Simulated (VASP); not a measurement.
Input:

```xyz
3
Lattice="1.9993 -3.4628 0.0000 1.9993 3.4628 0.0000 0.0000 0.0000 5.0753" Properties=species:S:1:pos:R:3 pbc="T T T"
Se     0.4979     0.8625     3.3835
Se     3.0027     0.0000     0.0000
Se     0.4979    -0.8625     1.6918
```

These are PBEsol GGA, VASP's PBE PAW potentials (set 64) (plane waves; VASP) values and carry that method's errors. Run with 520 eV cut-off, 8×8×5 Γ-centred mesh, Gaussian smearing of 0.050 eV, potentials Se.

Without a dispersion term in the relaxation, distances and binding between the weakly bound layers, chains or molecules are unreliable, and so is what depends on them.

Q: The ions and cell shape at fixed volume are relaxed. What does this cell relax into?

A: 
```xyz
3
Lattice="1.9881 -3.4435 0.0000 1.9881 3.4435 0.0000 0.0000 0.0000 5.1323" Properties=species:S:1:pos:R:3 pbc="T T T"
Se     2.4942    -2.5670     3.4216
Se     2.9642     0.0000     0.0000
Se     2.4942     2.5670     1.7108
```
Space group P3_121 (152), at a tolerance of 0.03 Å.

Q: How much energy does the relaxation gain?

A: The energy (σ→0) changes by -3.3 meV/atom, in 5 ionic steps.

The compound is Se in the trig structure. This cell is one point of a volume scan, at 0.97 of the reference volume. Symmetry was kept, so distortions that lower it aren't found.
